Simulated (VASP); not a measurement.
The system is AlB2Sb3.

```xyz
6
Lattice="5.4136 0.0000 0.0000 -2.7068 4.6883 0.0000 0.0000 0.0000 4.8104" Properties=species:S:1:pos:R:3 pbc="T T T"
Al    0.0000    0.0000    2.4052
B     0.0000    0.0000    0.6492
B     0.0000    0.0000    4.1612
Sb    2.7068    0.0000    0.0000
Sb   -1.3534    2.3442    0.0000
Sb    1.3534    2.3442    0.0000
```

The cell was built by a generator and needn't be a form met in nature.

| Property | Result |
| --- | --- |
| Program | VASP 6.6.1 |
| Task | relaxation of cell and atoms |
| Functional | PBE |
| Potentials or basis | VASP PAW PBE potentials, release 64 (Al, B, Sb) |
| Cutoff | 520 eV |
| k mesh | 4 × 4 × 4 |
| Occupations | gaussian, width 0.15 eV |
| Spin | no spin polarisation |

At the start: pressure 36.9 GPa; volume 20.35 Å³/atom.

Question: How do energy, volume and symmetry change on relaxing?

Answer: Over 13 steps the energy falls by 783.3 meV/atom and the volume is 28.61 Å³/atom (+40.6 %); space group P6/mmm (No. 191, to 0.05 Å).

Step by step:
| step | energy change (eV) | largest force (eV/Å) | pressure (GPa) | volume (Å³) |
| --- | --- | --- | --- | --- |
| 1 | 0.0000 | 7.6690 | 36.87 | 122.09 |
| 2 | 0.8403 | 7.2697 | -3.29 | 224.24 |
| 3 | -0.7170 | 8.5316 | -1.62 | 197.89 |
| 4 | -1.7267 | 9.2999 | 0.90 | 180.10 |
| 5 | -2.6684 | 9.3755 | 11.15 | 149.28 |
| 6 | -2.3577 | 3.0712 | -6.61 | 227.75 |
| 7 | -4.5613 | 0.9688 | -2.35 | 179.55 |
| 8 | -4.5882 | 1.4318 | -1.60 | 176.41 |
| 9 | -4.5912 | 1.7273 | -1.11 | 174.53 |
| 10 | -4.6249 | 1.9447 | 1.86 | 167.26 |
| 11 | -4.6960 | 0.0174 | 0.45 | 170.38 |
| 12 | -4.6960 | 0.0153 | 0.45 | 170.29 |
| 13 | -4.6999 | 0.0099 | 0.08 | 171.64 |

Final structure:
```
Al B Sb
1.0
     5.98262    0.00000    0.00000
    -2.99131    5.18110    0.00000
     0.00000    0.00000    5.53734
Al B Sb
1 2 3
Direct
  0.00000 0.00000 0.50000
  0.00000 0.00000 0.14110
  0.00000 0.00000 0.85890
  0.50000 0.00000 0.00000
  0.00000 0.50000 0.00000
  0.50000 0.50000 0.00000
```

Caveat: the volume moved by over 15 % at a fixed basis, so the end points are rough.
